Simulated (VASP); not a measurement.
Consider the following.

```
CELL_PARAMETERS angstrom
      3.20715     0.00000     0.00000
     -1.60358     2.77747     0.00000
      0.00000     0.00000     3.54950
ATOMIC_POSITIONS crystal
  Mo 0.00000 0.00000 0.00000
  Ge 0.66667 0.33333 0.50000
```

These are r2SCAN meta-GGA, VASP's PBE PAW potentials (set 64) (plane waves; VASP) values and carry that method's errors. Numerical set-up: 400 eV cut-off, 15×15×12 Γ-centred mesh, tetrahedra with Blöchl corrections, potentials Mo_sv Ge_d.

Q: Predict the energy per atom (σ→0), band gap (over mesh and band path) with the smallest direct gap where there is one.

A: 
```yaml
band gap (over mesh and band path): none (metal, semimetal or under 0.01 eV)
energy per atom (σ→0): -20.010 eV/atom
```

The structure was generated: GeMo was put into the WC type (P-6m2), which need not be its known phase. It was relaxed first, which changed the volume by -15 %.
